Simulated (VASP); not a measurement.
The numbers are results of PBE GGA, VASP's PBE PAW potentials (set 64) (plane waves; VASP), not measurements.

A VASP calculation is set up with these files.

**INCAR**
```
NELM = 100
LASPH = T
ENCUT = 400
SIGMA = 0.1   ! width (eV)
LCHARG = F
LWAVE = F
GGA = PE   ! PBE
ISMEAR = 2
SYSTEM = CoAl
ISIF = 2
ALGO = Normal
LMAXMIX = 4   ! l cut-off of mixed one-centre charges
LREAL = F
PREC = Accurate
EDIFF = 1E-6   ! SCF stop (eV)
```

### KPOINTS
```
Automatic
0
gamma
11 11 11
0 0 0
```

**POSCAR**
```
CoAl
1
    2.8600000000     0.0000000000     0.0000000000
    0.0000000000     2.8600000000     0.0000000000
    0.0000000000     0.0000000000     2.8600000000
Al Co
1 1
Direct
  0.5000000000   0.5000000000   0.5000000000
  0.0000000000   0.0000000000   0.0000000000
```

POTCAR, in this order: Al Co (PBE.64 set). Program: vasp_std.

Output of the run:

File OSZICAR:
```
       N       E                     dE             d eps       ncg     rms          rms(c)
DAV:   1     0.298196896066E+02    0.29820E+02   -0.45832E+03  1152   0.102E+03
DAV:   2    -0.125836154924E+02   -0.42403E+02   -0.39840E+02  1132   0.173E+02
DAV:   3    -0.136374087421E+02   -0.10538E+01   -0.10465E+01  1312   0.358E+01
DAV:   4    -0.136548947885E+02   -0.17486E-01   -0.17480E-01  1386   0.421E+00
DAV:   5    -0.136553898115E+02   -0.49502E-03   -0.49501E-03  1302   0.687E-01    0.125E+01
DAV:   6    -0.165853684580E+02   -0.29300E+01   -0.74608E+01  1272   0.128E+02    0.180E+01
DAV:   7    -0.120031234189E+02    0.45822E+01   -0.33486E+01  1236   0.814E+01    0.183E+00
DAV:   8    -0.119985526284E+02    0.45708E-02   -0.22929E-01  1154   0.404E+00    0.119E+00
DAV:   9    -0.119854392538E+02    0.13113E-01   -0.43923E-02  1354   0.299E+00    0.309E-01
DAV:  10    -0.119849150267E+02    0.52423E-03   -0.18511E-03  1470   0.592E-01    0.131E-01
DAV:  11    -0.119849095787E+02    0.54479E-05   -0.83597E-05  1570   0.117E-01    0.400E-02
DAV:  12    -0.119848977784E+02    0.11800E-04   -0.65490E-05  1318   0.117E-01    0.517E-03
DAV:  13    -0.119848977875E+02   -0.90763E-08   -0.58170E-07   618   0.744E-03
   1 F= -.11984898E+02 E0= -.11984646E+02  d E =-.100746E-02
```

OUTCAR:
```
------------------------ aborting loop because EDIFF is reached ----------------------------------------
  FORCE on cell =-STRESS in cart. coord.  units (eV):
  Direction    XX          YY          ZZ          XY          YZ          ZX
  --------------------------------------------------------------------------------------
  Total       -0.2671692     -0.2671692     -0.2671692     -0.0000000     -0.0000000     -0.0000000
  in kB      -18.2977985    -18.2977985    -18.2977985     -0.0000000     -0.0000000     -0.0000000
  external PRESSURE =     -18.2977985 kB  Pullay stress =       0.0000000 kB
  volume of cell :       23.39
      direct lattice vectors                 reciprocal lattice vectors
     2.860000000  0.000000000  0.000000000     0.349650350  0.000000000  0.000000000
     0.000000000  2.860000000  0.000000000     0.000000000  0.349650350  0.000000000
     0.000000000  0.000000000  2.860000000     0.000000000  0.000000000  0.349650350
 POSITION                                       TOTAL-FORCE (eV/Angst)
 -----------------------------------------------------------------------------------
      1.43000      1.43000      1.43000         0.000000      0.000000      0.000000
      0.00000      0.00000      0.00000         0.000000      0.000000      0.000000
 -----------------------------------------------------------------------------------
    total drift:                               -0.000000      0.000000     -0.000000
  FREE ENERGIE OF THE ION-ELECTRON SYSTEM (eV)
  ---------------------------------------------------
  free  energy   TOTEN  =       -11.9848977875 eV

  energy  without entropy=      -11.9838903306  energy(sigma->0) =      -11.98464592
```
(Selected blocks of OUTCAR.)

The compound is CoAl in the CsCl type structure. The cell was not relaxed at this level. The run is one of a series of settings (ISMEAR = 2 against the base run), some of them coarse on purpose. The run is not spin-polarised, so no magnetic state was tried.
